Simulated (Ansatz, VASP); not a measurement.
# Zr2Ta2CNO2F2 (Ta2CF2 MXene under Zr2NO2 MXene, AA): VASP beside Ansatz

Aim: how closely do two programs agree when they are given the same cell, functional and k mesh? The structure shown is the start of the Ansatz relaxation below; VASP solves that cell, so the two are compared at the walk's first step.

Calculated with Ansatz 0.2.0; plane waves, with VASP 6.6.1 beside it; single point at PBEsol with D3(BJ).

## 1. The structure

The cell holds 10 atoms: 2 F, 2 Ta, 1 C, 2 O, 2 Zr and 1 N. Its edges and angles: a = 3.222 Å, b = 3.222 Å, c = 55.610 Å, α = 90.0°, β = 90.0°, γ = 120.0°. Vacuum lies along c.

Structure file:

```cif
data_structure
_symmetry_space_group_name_H-M 'P 1'
_symmetry_Int_Tables_number 1
_cell_length_a 3.2218
_cell_length_b 3.2218
_cell_length_c 55.6104
_cell_angle_alpha 90.000
_cell_angle_beta 90.000
_cell_angle_gamma 120.000
_cell_volume 499.90
loop_
_atom_site_label
_atom_site_type_symbol
_atom_site_fract_x
_atom_site_fract_y
_atom_site_fract_z
_atom_site_occupancy
F1 F 0.33333 0.66667 0.38932 1
F2 F 0.66667 0.33333 0.46998 1
Ta3 Ta 0.66667 0.33333 0.40676 1
Ta4 Ta 0.33333 0.66667 0.45254 1
C5 C 0.00000 0.00000 0.42965 1
O6 O 0.33333 0.66667 0.52033 1
O7 O 0.66667 0.33333 0.61068 1
Zr8 Zr 0.66667 0.33333 0.54268 1
Zr9 Zr 0.33333 0.66667 0.58834 1
N10 N 0.00000 0.00000 0.56551 1
```

## 2. Ansatz: relaxation, PBEsol with D3(BJ)

Ansatz runs on its default PAW (the set named soft_2) files.

The two programs are compared at the cell with which this relaxation starts, whose forces are those of its first step.

The input, input.yaml:

```yaml
crystal:
  lattice:
    - [3.22179, 0.0, 0.0]
    - [-1.610895, 2.7901519857, 0.0]
    - [0.0, 0.0, 55.6103526729]
  atoms:
    - { symbol: F, position: [0.3333333333, 0.6666666667, 0.3893159989] }
    - { symbol: Ta, position: [0.6666666667, 0.3333333333, 0.4067578915] }
    - { symbol: C, position: [0.0, 0.0, 0.4296479678] }
    - { symbol: Ta, position: [0.3333333333, 0.6666666667, 0.4525380442] }
    - { symbol: F, position: [0.6666666667, 0.3333333333, 0.4699799368] }
    - { symbol: O, position: [0.3333333333, 0.6666666667, 0.5203302738] }
    - { symbol: Zr, position: [0.6666666667, 0.3333333333, 0.542677939], spin: 1.0 }
    - { symbol: "N", position: [0.0, 0.0, 0.5655071374] }
    - { symbol: Zr, position: [0.3333333333, 0.6666666667, 0.5883363359], spin: 1.0 }
    - { symbol: O, position: [0.6666666667, 0.3333333333, 0.6106840011] }
  periodic: [true, true, false]
magnetization:
  spin_polarized: true
kpoints:
  mp_grid: { grid: [12, 12, 1] }
hamiltonian:
  xc: pbesol
  dispersion: d3bj
scf:
  occupations: { method: fermi_dirac, width: 0.05 }
  convergence: { dr2_threshold: 1.0e-09 }
relax:
  f_tol: 0.004
  max_steps: 90
  cell: {}
output:
  write_potential: true
  write_density: true
  volumetric_format: npy
```

The run is started by

```
> ansatz run input.yaml --threads 4 --pin off --max-ram 12288MiB --backend cpu --events-out ev --progress --plain --runs-dir out
```

Numbers of over 12 decimals in the logs are rounded to 6 here.

The program printed:

```text
Warning: relax.cell: scf.convergence.dr2_threshold = 1e-9 eV is looser than the 2.009033271e-10 eV advised for a relaxation that steers and ends on the stress (1e-10 eV for each atom of the cell: 10, times the square of relax.cell.stress_2d_tol = 0.05 N/m over 22.3 Å (the atoms' height at the walk's start and 5 Å past either face), 2.241e-2 GPa, over a crystal's default 0.05). What an SCF threshold leaves in a stress goes as its square root, and in the free energy as the threshold itself, and one threshold admits the most on a small cell: [figures from the program's tests cut] Set scf.convergence.dr2_threshold to 2.009033271e-10 eV or tighter. [rest of the remark cut]
Engine: ansatz 0.2.0, x86_64-unknown-linux-gnu
Pseudopotentials: kind: paw
Pseudopotential: F, paw, valence charge 7, recommended cutoff 420 eV (normal), F.paw.azcp
Pseudopotential: Ta, paw, valence charge 13, recommended cutoff 420 eV (normal), Ta.paw.azcp
Pseudopotential: C, paw, valence charge 4, recommended cutoff 420 eV (normal), C.paw.azcp
Pseudopotential: O, paw, valence charge 6, recommended cutoff 420 eV (normal), O.paw.azcp
Pseudopotential: Zr, paw, valence charge 12, recommended cutoff 420 eV (normal), Zr.paw.azcp
Pseudopotential: N, paw, valence charge 5, recommended cutoff 420 eV (normal), N.paw.azcp
Functional definition: PBEsol
  exchange = pbesol_x
  correlation = pbesol_c
Crystal: 10 atoms, lattice volume = 499.897 Å³
Basis set: ecut = 420 eV, 9929 PW (Γ), exchange–correlation on 48×48×750 points (8 copies of the dense FFT grid, shifted against one another)
Bands: 54, of which v1, the nominal top of the filled ones, is band 43 counted from 1 (42 counted from 0)
Symmetry: 6 space group operations
Space group: P3m1 (ITA 156), of the structure as read, at distance tolerance 7.9e-5 Å
Magnetic group: BNS 156.49 (UNI 1279), of the structure as read, at distance tolerance 7.9e-5 Å
k-points: 19 of 144 (time reversal used)
Non-local potential: F, projectors of the file, l = 0: 2, l = 1: 2, l = 2: 1
Non-local potential: Ta, projectors of the file, l = 0: 3, l = 1: 2, l = 2: 2, l = 3: 1
Non-local potential: C, projectors of the file, l = 0: 2, l = 1: 2, l = 2: 1
Non-local potential: O, projectors of the file, l = 0: 2, l = 1: 2, l = 2: 1
Non-local potential: Zr, projectors of the file, l = 0: 3, l = 1: 2, l = 2: 2, l = 3: 2
Non-local potential: N, projectors of the file, l = 0: 2, l = 1: 2, l = 2: 1
PAW form: soft (Blöchl's): semilocal exchange-correlation on the pseudo side does not see the compensation charge
PAW frozen core: F, regenerated for the run's functional, and the local potential with it (the file was generated under x = pbe(κ = 0.804, μ = 0.219515), c = pbe(β = 0.066725))
PAW frozen core: Ta, regenerated for the run's functional, and the local potential with it (the file was generated under x = pbe(κ = 0.804, μ = 0.219515), c = pbe(β = 0.066725))
PAW frozen core: C, regenerated for the run's functional, and the local potential with it (the file was generated under x = pbe(κ = 0.804, μ = 0.219515), c = pbe(β = 0.066725))
PAW frozen core: O, regenerated for the run's functional, and the local potential with it (the file was generated under x = pbe(κ = 0.804, μ = 0.219515), c = pbe(β = 0.066725))
PAW frozen core: Zr, regenerated for the run's functional, and the local potential with it (the file was generated under x = pbe(κ = 0.804, μ = 0.219515), c = pbe(β = 0.066725))
PAW frozen core: N, regenerated for the run's functional, and the local potential with it (the file was generated under x = pbe(κ = 0.804, μ = 0.219515), c = pbe(β = 0.066725))
PAW one-centre angular grid: F, 110 points (default); XC on 64 Gauss nodes
PAW one-centre angular grid: Ta, 590 points (default); XC on 64 Gauss nodes
PAW one-centre angular grid: C, 110 points (default); XC on 64 Gauss nodes
PAW one-centre angular grid: O, 110 points (default); XC on 64 Gauss nodes
PAW one-centre angular grid: Zr, 590 points (default); XC on 64 Gauss nodes
PAW one-centre angular grid: N, 110 points (default); XC on 64 Gauss nodes
Starting moments: Σ|m| = 2 μB on 2 of 10 sites
Initial wavefunctions: pseudopotential atomic-orbital guess
Functional: x = pbesol(κ = 0.804, μ = 0.123457), c = pbesol(β = 0.046)
[...]
basis re-selected at this cell: Δ(F+E_penalty+E_count) = +2.319e-4 eV, ΔP = -0.003 N/m vs the last step (what re-selecting the basis moved, of the pressure what is left beyond the Pulay correction that the steps carried, after the strain that the cell walked since its last selection, with what the two solves' SCF thresholds leave and, on support functions, any second-order correction that the steps lacked; it is no m [...]
WARN: The output density's exchange-correlation potential varies sharply where the density is thin. Do not read a vacuum level from v_tot or v_xc, or from such a field of the output density. On a cell that repeats whose density bears no net charge and no dipole along the vacuum's axis use v_es (v_loc + v_h of the components); under efield.dipole_correction with no amplitude use v_es + v_field, which holds any externa [...]
SCF converged after 4 iterations
Magnetization: 0.0000 μB (42.5000 up, 42.5000 down)
Absolute magnetization: 0.0000 μB (∫|ρ↑−ρ↓|, with the PAW one-centre terms)
Spin contamination: 0.0000 ħ² per cell (⟨S²⟩ above its minimum at these occupations)
Per-site moments (μB) at R_I (Å): [(-4.6121864818488575e-9, 0.948541), (-2.574535572899518e-10, 0.879645), (2.0877954764757387e-8, 0.879645), (-7.952744022387317e-9, 0.882534), (-9.384546243536337e-10, 0.926430), (2.325677020308103e-8, 0.867289), (8.559966460078157e-9, 0.867289), (-1.908628476271779e-8, 0.938541), (1.0379070759301017e-8, 0.863263), (2.9342077148112962e-8, 0.863263)]
Free energy (F): -31230.879085 eV
Harris-Foulkes:  -31230.879085 eV  (|F-HF|=8.26e-10)
Internal energy: -31230.854050 eV  (E = F + TS)
E sigma→0 (E₀):  -31230.866567 eV
Entropy (-TS):   -0.025035 eV (-2.503 meV/atom)
Fermi energy:    -4.351173 eV
--- Per-component energies (eV) ---
  E_band       = -2076.786829
  E_kinetic    = 2396.725214
  E_local      = -715322.606434  (includes V_loc(G=0)·N_el)
  E_nonlocal   = 509.703450
  E_hartree    = 356141.586421
  E_xc         = -1172.337207
  E_vxc        = -1322.974050  (∫ρ·V_xc dr)
  E_paw        = -23253.868836  (= ΣΔE_a)
  E_vpaw       = -620.816031  (= ΣTr[D̂ρ^β])
  E_aug_tail   = 0.009352  (compensation charges beyond the density's cutoff)
  E_ewald      = 349471.347139
  E_disp       = -2.376543  (pairwise vdW)
  E_core_change = 0.963394  (= ΣΔE_core)
  E_smearing   = -0.025035  (= −TS)
  E_closure    = 0.000000  (closes the sum)
  Σ components = -31230.879085   (vs F -31230.879085, Δ=0.00e0)
--- Forces (eV/Å), atoms counted from 1 ---
  atom   1  F      0.00000000    -0.00000000     0.00021609
  atom   2  Ta    -0.00000000     0.00000000    -0.00024302
  atom   3  C     -0.00000000    -0.00000000    -0.00002533
  atom   4  Ta     0.00000000    -0.00000000     0.00006984
  atom   5  F      0.00000000     0.00000000     0.00002730
  atom   6  O     -0.00000000    -0.00000000    -0.00006768
  atom   7  Zr    -0.00000000    -0.00000000     0.00006364
  atom   8  N     -0.00000000    -0.00000000     0.00003182
  atom   9  Zr     0.00000000     0.00000000     0.00007310
  atom  10  O      0.00000000     0.00000000    -0.00012824
  max |Σ_I F_I| component: 1.75e-5 eV/Å
--- 2D stress c σ (N/m, compression-positive) ---
       -0.003246       0.000000       0.000000
        0.000000      -0.003246      -0.000000
        0.000000      -0.000000      -0.000000
  P = ½ c Tr σ = -0.0032 N/m
--- Band table (eV; the first three rows and the last of 38) ---
  k-point 0 ↑: bands = [... 39 lower, -7.4462, -6.1761, -6.1761, -4.7611, -3.8371, -3.8371, -3.7830, -3.4401, ... 7 higher]
  k-point 1 ↑: bands = [... 39 lower, -7.6028, -6.3848, -6.0081, -4.7321, -3.9521, -3.6090, -3.5635, -3.3315, ... 7 higher]
  k-point 2 ↑: bands = [... 39 lower, -7.6340, -6.8472, -5.5381, -4.6824, -4.3642, -3.3653, -3.1967, -3.1063, ... 7 higher]
  k-point 18 ↓: bands = [... 39 lower, -8.4800, -5.4794, -5.0332, -4.9364, -3.3665, -2.7567, -2.7056, -2.1583, ... 7 higher]
  the weakly bound empty levels are not read free of the cell's end (no_gap_told)
--- Relaxed structure (13 steps of the walk, 13 accepted, 2 SCFs on fresh bases) ---
  F+E_penalty+E_count = -31230.87908469 eV   max|allowed force component| = 2.448e-4 eV/Å   (the final SCF, on the basis selected at the relaxed cell)
  cell:  # Å, volume = 491.8613 Å³
    - [3.195790, -1.9244114380778033e-18, 0]
    - [-1.597895, 2.767635, 0]
    - [0, 0, 55.6103526729]
  atoms:
    - { symbol: F, position: [0.333333, 0.666667, 0.394120] }
    - { symbol: Ta, position: [0.666667, 0.333333, 0.418798] }
    - { symbol: C, position: [0, 0, 0.438024] }
    - { symbol: Ta, position: [0.333333, 0.666667, 0.457499] }
    - { symbol: F, position: [0.666667, 0.333333, 0.480526] }
    - { symbol: O, position: [0.333333, 0.666667, 0.515299] }
    - { symbol: Zr, position: [0.666667, 0.333333, 0.533427] }
    - { symbol: N, position: [0, 0, 0.557367] }
    - { symbol: Zr, position: [0.333333, 0.666667, 0.581479] }
    - { symbol: O, position: [0.666667, 0.333333, 0.599237] }
```

[end of part 1 of 2]

[Lines on the potential files, build, host, timing and source positions are cut from VASP's logs without a mark.]

[Logs are printed without paths, hosts, clocks, repeated set-up lines and the standing remarks that a program may print on its own settings, such as how far it seeks lower states.]

[Hosts, paths, dates, database ids (printed as entryN), source tags and the programs' standing remarks are cut or masked in the printed files.]
